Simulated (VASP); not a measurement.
# Lattice of Al across functionals and dispersion corrections

Aim: relax Al at several levels and hold each cell against experiment. The levels: PBE, LDA, r2SCAN and PBE + D3(BJ). LASPH is on for some levels and off for others; the table marks which. The start is a cell from a database of measured crystal structures.

Main program and level: VASP 6.6.1; PBE; plane waves and PAW (Al), in the first sound run; inputs show where later runs differ.

**What experiment says.**

“The interpretation of polycrystalline coherent inelastic neutron scattering from aluminium” (2013, pmc:3831299) quotes from earlier work for Al, face-centred cubic (bulk crystal): lattice constant a (cubic lattice constant) 4.0495 Å [literature comparison value; measurement temperature not stated].

### Step 1. Starting point

Before any relaxation, the start is as follows. The structure is cubic, space group Fm-3m (No. 225). The conventional cell has a = 4.034 Å, b = 4.034 Å, c = 4.034 Å, α = 90.00°, β = 90.00°, γ = 90.00°. Nearest to Al lie 12 Al at 2.85 Å.

As a file:

```
Al
1.0
     0.00000    2.01695    2.01695
     2.01695    0.00000    2.01695
     2.01695    2.01695    0.00000
Al
1
Direct
  0.00000 0.00000 0.00000
```

### Step 2. Relaxation with PBE

Properties are meant for the cell that this level of theory prefers, so cell and atoms are relaxed first (ISIF = 3) until forces and stress are small; EDIFFG sets the threshold. PBE, the usual starting point, adds the gradient of the density.

The input, INCAR:

```
SYSTEM = Al
PREC = Accurate
ENCUT = 520
EDIFF = 1E-06
NELM = 100
ISMEAR = -1
SIGMA = 0.05
LREAL = .FALSE.
ALGO = Normal
GGA = PE
NBANDS = 7
LORBIT = 11
LWAVE = .FALSE.
LCHARG = .FALSE.
KPAR = 2
IBRION = 2
NSW = 60
ISIF = 3
EDIFFG = -0.01
```

The input, POSCAR:

```
Al
1.0
    0.0000000000      2.0169500000      2.0169500000
    2.0169500000      0.0000000000      2.0169500000
    2.0169500000      2.0169500000      0.0000000000
Al
1
Direct
    0.0000000000      0.0000000000      0.0000000000
```

The input, KPOINTS:

```
Automatic mesh
0
Gamma
9 9 9
0 0 0
```

PAW data sets: Al (PBE family, release 64).

The run is started by

```
$ mpirun -np 2 vasp_std
```

The log of the run:

```text
[banner, memory and clock lines left out]
running    2 mpi-ranks, on    1 nodes
 distrk:  each k-point on    1 cores,    2 groups
 distr:  one band on    1 cores,    1 groups

 POSCAR found type information on POSCAR Al
 POSCAR found :  1 types and       1 ions
 LDA part: xc-table for (Slater+PW92), standard interpolation
 POSCAR, INCAR and KPOINTS ok, starting setup
 FFT: planning ... GRIDC
 FFT: planning ... GRID_SOFT
 FFT: planning ... GRID
 WAVECAR not read
 entering main loop
       N       E                     dE             d eps       ncg     rms          rms(c)
DAV:   1    -0.227381810210E+01   -0.22738E+01   -0.92369E+02   497   0.240E+02
DAV:   2    -0.372858080854E+01   -0.14548E+01   -0.13661E+01   637   0.196E+01
DAV:   3    -0.374016821717E+01   -0.11587E-01   -0.11586E-01   686   0.199E+00
DAV:   4    -0.374019174983E+01   -0.23533E-04   -0.23532E-04   784   0.748E-02
DAV:   5    -0.374019175331E+01   -0.34801E-08   -0.36010E-08   693   0.874E-04    0.131E+00
DAV:   6    -0.372741242203E+01    0.12779E-01   -0.15519E-03   686   0.217E-01    0.764E-01
DAV:   7    -0.371803415171E+01    0.93783E-02   -0.47002E-03   595   0.353E-01    0.146E-01
DAV:   8    -0.371803036296E+01    0.37888E-05   -0.15690E-05   735   0.317E-02    0.783E-03
DAV:   9    -0.371802891451E+01    0.14484E-05   -0.76652E-07   714   0.441E-03    0.720E-04
DAV:  10    -0.371802852903E+01    0.38548E-06   -0.34054E-09   427   0.458E-04
   1 F= -.37180285E+01 E0= -.37153960E+01  d E =-.371803E+01
 curvature:   0.00 expect dE= 0.000E+00 dE for cont linesearch  0.000E+00
 trial: gam= 0.00000 g(F)=  0.189E-65 g(S)=  0.768E-03 ort = 0.000E+00 (trialstep = 0.100E+01)
 search vector abs. value=  0.768E-03
 bond charge predicted
       N       E                     dE             d eps       ncg     rms          rms(c)
DAV:   1    -0.371837768671E+01   -0.34877E-03   -0.53582E-03   588   0.331E-01    0.581E-02
DAV:   2    -0.371835366485E+01    0.24022E-04   -0.32654E-05   637   0.465E-02    0.230E-02
DAV:   3    -0.371833622756E+01    0.17437E-04   -0.47117E-06   623   0.100E-02    0.631E-03
DAV:   4    -0.371833495935E+01    0.12682E-05   -0.35866E-07   392   0.274E-03    0.386E-03
DAV:   5    -0.371833491882E+01    0.40532E-07   -0.17178E-08   273   0.827E-04
   2 F= -.37183349E+01 E0= -.37157714E+01  d E =-.306390E-03
 trial-energy change:   -0.000306  1 .order   -0.000311   -0.000768    0.000145
 step:   0.8367(harm=  0.8412)  dis= 0.00000  next Energy=    -3.718347 (dE=-0.318E-03)
 bond charge predicted
       N       E                     dE             d eps       ncg     rms          rms(c)
DAV:   1    -0.371834758030E+01   -0.12621E-04   -0.14394E-04   616   0.543E-02    0.966E-03
DAV:   2    -0.371834713774E+01    0.44257E-06   -0.86122E-07   553   0.757E-03
   3 F= -.37183471E+01 E0= -.37157735E+01  d E =-.318609E-03
 curvature:  -0.42 expect dE=-0.475E-07 dE for cont linesearch -0.475E-07
 trial: gam= 0.00000 g(F)=  0.135E-64 g(S)=  0.113E-06 ort =-0.932E-05 (trialstep = 0.967E+00)
 search vector abs. value=  0.113E-06
 reached required accuracy - stopping structural energy minimisation
```

The job ended after 5.6 s (2 MPI ranks of AMD EPYC 7R43, shared host; peak memory 0.21 GiB).

The logs omit lines about the potential files and the build; timing stands in the text.

Parts of OUTCAR (step 2):

```text
ion  position               nearest neighbor table
   1  0.000  0.000  0.000-

  LATTYP: Found a face centered cubic cell.
 ALAT       =     4.0339000000

 Subroutine GETGRP returns: Found 48 space group operations
 (whereof 48 operations were pure point group operations)

The static configuration has the point symmetry O_h .

 Found     35 irreducible k-points:

   k-points           NKPTS =     35   k-points in BZ     NKDIM =     35   number of bands    NBANDS=      7

   dimension x,y,z NGX =    24 NGY =   24 NGZ =   24
   dimension x,y,z NGXF=    48 NGYF=   48 NGZF=   48

   ENCUT  =  520.0 eV  38.22 Ry    6.18 a.u.   5.30  5.30  5.30*2*pi/ulx,y,z

   NELECT =       3.0000    total number of electrons

 k-points in reciprocal lattice and weights: Automatic mesh
   0.00000000  0.00000000  0.00000000       0.001
   0.11111111  0.00000000  0.00000000       0.011
   0.22222222  0.00000000  0.00000000       0.011
   0.33333333  0.00000000  0.00000000       0.011
   0.44444444  0.00000000  0.00000000       0.011
   0.11111111  0.11111111  0.00000000       0.008
   0.22222222  0.11111111  0.00000000       0.033
   0.33333333  0.11111111  0.00000000       0.033
   0.44444444  0.11111111  0.00000000       0.033
[...]
-0.33333333  0.44444444  0.11111111       0.033
  -0.33333333  0.44444444  0.22222222       0.033

 average (electrostatic) potential at core
       1 -72.6572

 E-fermi :   7.9377

 k-point     1 :       0.0000    0.0000    0.0000
  band No.  band energies     occupation
      1      -3.1454      2.00000
      2      20.5669      0.00000
      3      20.5669      0.00000
      4      20.5669      0.00000
      5      22.0340      0.00000
      6      22.0340      0.00000
    ...

 k-point     2 :       0.1111    0.0000    0.0000
  band No.  band energies     occupation
      1      -2.8108      2.00000
      2      16.8281      0.00000
      3      19.7381      0.00000
      4      19.7381      0.00000
      5      22.6810      0.00000
      6      23.3531      0.00000
    ...

 k-point     3 :       0.2222    0.0000    0.0000
  band No.  band energies     occupation
      1      -1.8116      2.00000
      2      12.4381      0.00000
      3      18.9645      0.00000
      4      18.9645      0.00000
      5      22.3510      0.00000
      6      23.1919      0.00000
    ...

  Total       -0.0008839     -0.0008839     -0.0008839     -0.0000000      0.0000000     -0.0000000
  in kB       -0.0855442     -0.0855442     -0.0855442     -0.0000000      0.0000000     -0.0000000
  external PRESSURE =      -0.0855442 kB  Pullay stress =       0.0000000 kB

  energy-cutoff  :      520.00
  volume of cell :       16.56
      direct lattice vectors                 reciprocal lattice vectors
     0.000000000  2.022879578  2.022879578    -0.247172400  0.247172400  0.247172400
     2.022879578 -0.000000000  2.022879578     0.247172400 -0.247172400  0.247172400
     2.022879578  2.022879578  0.000000000     0.247172400  0.247172400 -0.247172400

 POSITION                                       TOTAL-FORCE (eV/Angst)
 -----------------------------------------------------------------------------------
      0.00000      0.00000      0.00000         0.000000      0.000000      0.000000
 -----------------------------------------------------------------------------------
    total drift:                               -0.000000      0.000000     -0.000000

  FREE ENERGIE OF THE ION-ELECTRON SYSTEM (eV)
  ---------------------------------------------------
  free  energy   TOTEN  =        -3.7183471377 eV

  energy  without entropy=       -3.7131998944  energy(sigma->0) =       -3.71577352

 reached required accuracy - stopping structural energy minimisation

 total charge
# of ion       s       p       d       tot
------------------------------------------
    1        0.429   0.338   0.000   0.767

[... 3 further parts left out ...]
```

This run has no spin polarisation. Its electron count is odd, so without a moment it is a metal by construction. The k-mesh is coarse for a metal. The run keeps the 48 symmetry operations of its start, so it cannot find a distortion of lower symmetry.

Step by step:

| step | energy less that of the first step (eV) | largest force (eV/Å) | pressure (GPa) | volume (Å³) |
| --- | --- | --- | --- | --- |
| 1 | 0.0000 | 0.0000 | 0.71 | 16.41 |
| 2 | -0.0003 | 0.0000 | -0.13 | 16.58 |
| 3 | -0.0003 | 0.0000 | -0.01 | 16.56 |

| conventional cell, symmetrised | before | after | change |
| --- | --- | --- | --- |
| a (Å) | 4.034 | 4.046 | +0.3 % |
| b (Å) | 4.034 | 4.046 | +0.3 % |
| c (Å) | 4.034 | 4.046 | +0.3 % |
| volume (Å³/atom) | 16.41 | 16.56 | +0.9 % |

Final coordinates:

```
Al
1.0
     0.00000    2.02288    2.02288
     2.02288    0.00000    2.02288
     2.02288    2.02288    0.00000
Al
1
Cartesian
  0.0000 0.0000 0.0000
```

Numbers from this step:

| Item | Value |
| --- | --- |
| electrons | 3 |
| bands | 7 |
| irreducible k-points | 35 |
| symmetry operations | 48 |
| free energy (TOTEN) | -3.718 eV |
| energy at zero smearing | -3.716 eV |
| Fermi energy | 7.938 eV |
| pressure | -0.008554 GPa |
| metallic | yes |
| SCF cycles over all ionic steps | 17 |

It ends with forces that vanish by symmetry and a pressure of -0.01 GPa. The volume lies +0.9 % from that of the database's start. The conventional cell has a = 4.046 Å.

### Step 3. Relaxation with LDA

This step: LDA; plane waves and PAW (Al) (VASP 6.6.1).

LDA, the lowest rung, knows the local density alone.

INCAR: that of step 2 with these lines changed.

```diff
@@ -9,3 +9,3 @@
 ALGO = Normal
-GGA = PE
+GGA = CA
 NBANDS = 7
```

POSCAR is that of step 2.

KPOINTS is that of step 2.

The run is started by

```
$ mpirun -np 2 vasp_std
```

The log of the run:

```text
[banner, memory and clock lines left out]
running    2 mpi-ranks, on    1 nodes
 distrk:  each k-point on    1 cores,    2 groups
 distr:  one band on    1 cores,    1 groups

 POSCAR found type information on POSCAR Al
 POSCAR found :  1 types and       1 ions
|                                                                             |
|               ----> ADVICE to this user running VASP <----                  |
|                                                                             |
|     You enforced a specific xc type in the INCAR file but a different       |
|     [... a line on the potential file left out ...]
|     I HOPE YOU KNOW WHAT YOU ARE DOING!                                     |
|                                                                             |

 LDA part: xc-table for (Slater(with rela. corr.)+CA(PZ))
 , standard interpolation
 POSCAR, INCAR and KPOINTS ok, starting setup
 FFT: planning ... GRIDC
 FFT: planning ... GRID_SOFT
 FFT: planning ... GRID
 WAVECAR not read
 entering main loop
       N       E                     dE             d eps       ncg     rms          rms(c)
DAV:   1    -0.270436724096E+01   -0.27044E+01   -0.91712E+02   497   0.239E+02
DAV:   2    -0.416030143772E+01   -0.14559E+01   -0.13629E+01   644   0.195E+01
DAV:   3    -0.417202086277E+01   -0.11719E-01   -0.11718E-01   693   0.195E+00
DAV:   4    -0.417204709849E+01   -0.26236E-04   -0.26236E-04   791   0.766E-02
DAV:   5    -0.417204710277E+01   -0.42874E-08   -0.40396E-08   679   0.909E-04    0.930E-01
DAV:   6    -0.415759743889E+01    0.14450E-01   -0.19616E-03   672   0.201E-01    0.561E-01
DAV:   7    -0.414820287707E+01    0.93946E-02   -0.52123E-03   623   0.321E-01    0.937E-02
DAV:   8    -0.414819978301E+01    0.30941E-05   -0.20442E-05   756   0.377E-02    0.155E-02
DAV:   9    -0.414819964390E+01    0.13911E-06   -0.15988E-07   665   0.218E-03
   1 F= -.41481996E+01 E0= -.41456910E+01  d E =-.414820E+01
 curvature:   0.00 expect dE= 0.000E+00 dE for cont linesearch  0.000E+00
 trial: gam= 0.00000 g(F)=  0.390E-65 g(S)=  0.696E-02 ort = 0.000E+00 (trialstep = 0.100E+01)
 search vector abs. value=  0.696E-02
 bond charge predicted
       N       E                     dE             d eps       ncg     rms          rms(c)
DAV:   1    -0.415155296189E+01   -0.33532E-02   -0.52792E-02   588   0.107E+00    0.136E-01
DAV:   2    -0.415126408127E+01    0.28888E-03   -0.28353E-04   651   0.139E-01    0.700E-02
DAV:   3    -0.415106972112E+01    0.19436E-03   -0.99108E-05   623   0.424E-02    0.138E-02
DAV:   4    -0.415106848323E+01    0.12379E-05   -0.94440E-07   707   0.585E-03    0.842E-03
DAV:   5    -0.415106846494E+01    0.18286E-07   -0.11860E-08   301   0.697E-04
   2 F= -.41510685E+01 E0= -.41483323E+01  d E =-.286882E-02
 trial-energy change:   -0.002869  1 .order   -0.002811   -0.006960    0.001337
 step:   0.8443(harm=  0.8388)  dis= 0.00000  next Energy=    -4.151172 (dE=-0.297E-02)
 bond charge predicted
       N       E                     dE             d eps       ncg     rms          rms(c)
DAV:   1    -0.415118552916E+01   -0.11705E-03   -0.12521E-03   595   0.164E-01    0.210E-02
DAV:   2    -0.415117862213E+01    0.69070E-05   -0.67842E-06   630   0.215E-02    0.109E-02
DAV:   3    -0.415117396190E+01    0.46602E-05   -0.23834E-06   651   0.654E-03    0.213E-03
DAV:   4    -0.415117393583E+01    0.26068E-07   -0.18373E-08   287   0.878E-04
   3 F= -.41511739E+01 E0= -.41484873E+01  d E =-.297429E-02
 curvature:  -0.42 expect dE=-0.365E-08 dE for cont linesearch -0.365E-08
 trial: gam= 0.00000 g(F)=  0.228E-67 g(S)=  0.872E-08 ort =-0.779E-05 (trialstep = 0.969E+00)
 search vector abs. value=  0.882E-08
 reached required accuracy - stopping structural energy minimisation
```

Elapsed: 5.2 s, on 2 MPI ranks; peak memory 0.19 GiB.

OUTCAR, selected parts (step 3):

```text
The static configuration has the point symmetry O_h .

 Found     35 irreducible k-points:

   NELECT =       3.0000    total number of electrons

 E-fermi :   8.1262

 k-point     1 :       0.0000    0.0000    0.0000
  band No.  band energies     occupation
      1      -3.1769      2.00000
      2      20.9515      0.00000
      3      20.9515      0.00000
      4      20.9515      0.00000
      5      22.5013      0.00000
      6      22.5013      0.00000
    ...

 k-point     2 :       0.1111    0.0000    0.0000
  band No.  band energies     occupation
      1      -2.8350      2.00000
      2      17.1745      0.00000
      3      20.1280      0.00000
      4      20.1280      0.00000
      5      23.1785      0.00000
      6      23.8229      0.00000
    ...

  Total        0.0002455      0.0002455      0.0002455      0.0000000      0.0000000     -0.0000000
  in kB        0.0246212      0.0246212      0.0246212      0.0000000      0.0000000     -0.0000000
  external PRESSURE =       0.0246212 kB  Pullay stress =       0.0000000 kB

  energy-cutoff  :      520.00
  volume of cell :       15.97
      direct lattice vectors                 reciprocal lattice vectors
    -0.000000000  1.998934455  1.998934455    -0.250133264  0.250133264  0.250133264
     1.998934455  0.000000000  1.998934455     0.250133264 -0.250133264  0.250133264
     1.998934455  1.998934455  0.000000000     0.250133264  0.250133264 -0.250133264

 POSITION                                       TOTAL-FORCE (eV/Angst)
 -----------------------------------------------------------------------------------
      0.00000      0.00000      0.00000         0.000000      0.000000     -0.000000
 -----------------------------------------------------------------------------------
    total drift:                               -0.000000      0.000000     -0.000000

  FREE ENERGIE OF THE ION-ELECTRON SYSTEM (eV)
  ---------------------------------------------------
  free  energy   TOTEN  =        -4.1511739358 eV

  energy  without entropy=       -4.1458006617  energy(sigma->0) =       -4.14848730

 total charge
# of ion       s       p       d       tot
------------------------------------------
    1        0.427   0.352   0.000   0.779

[... 8 parts as in an earlier step ...]

[... 5 further parts left out ...]
```

The PAW data sets were made with PBE, though LDA sets exist; this is a small mismatch.

Relaxation path:

| step | energy less that of the first step (eV) | largest force (eV/Å) | pressure (GPa) | volume (Å³) |
| --- | --- | --- | --- | --- |
| 1 | 0.0000 | 0.0000 | -2.14 | 16.41 |
| 2 | -0.0029 | 0.0000 | 0.42 | 15.89 |
| 3 | -0.0030 | 0.0000 | 0.00 | 15.97 |

| conventional cell, symmetrised | before | after | change |
| --- | --- | --- | --- |
| a (Å) | 4.034 | 3.998 | -0.9 % |
| b (Å) | 4.034 | 3.998 | -0.9 % |
| c (Å) | 4.034 | 3.998 | -0.9 % |
| volume (Å³/atom) | 16.41 | 15.97 | -2.7 % |

Final coordinates:

```cif
data_structure
_symmetry_space_group_name_H-M 'P 1'
_symmetry_Int_Tables_number 1
_cell_length_a 2.8269
_cell_length_b 2.8269
_cell_length_c 2.8269
_cell_angle_alpha 60.000
_cell_angle_beta 60.000
_cell_angle_gamma 60.000
_cell_volume 15.97
loop_
_atom_site_label
_atom_site_type_symbol
_atom_site_fract_x
_atom_site_fract_y
_atom_site_fract_z
_atom_site_occupancy
Al1 Al 0.00000 0.00000 0.00000 1
```

This step gave:

| Item | Value |
| --- | --- |
| free energy (TOTEN) | -4.151 eV |
| energy at zero smearing | -4.148 eV |
| Fermi energy | 8.126 eV |
| pressure | 0.002462 GPa |
| SCF cycles over all ionic steps | 18 |

It ends at 15.97 Å³/atom, -2.7 % from the start, with 0.00 GPa left. The conventional cell has a = 3.998 Å.

(Part 1 of 2 ends here.)

[Lines on the potential files, build, host, timing and source positions are cut from VASP's logs without a mark.]

[Logs are printed without paths, hosts, clocks, repeated set-up lines and the standing remarks that a program may print on its own settings, such as how far it seeks lower states.]

[Hosts, paths, dates, database ids (printed as entryN), source tags and the programs' standing remarks are cut or masked in the printed files.]

[A measured line is paired with the nearest computed mode of its activity, which favours agreement.]
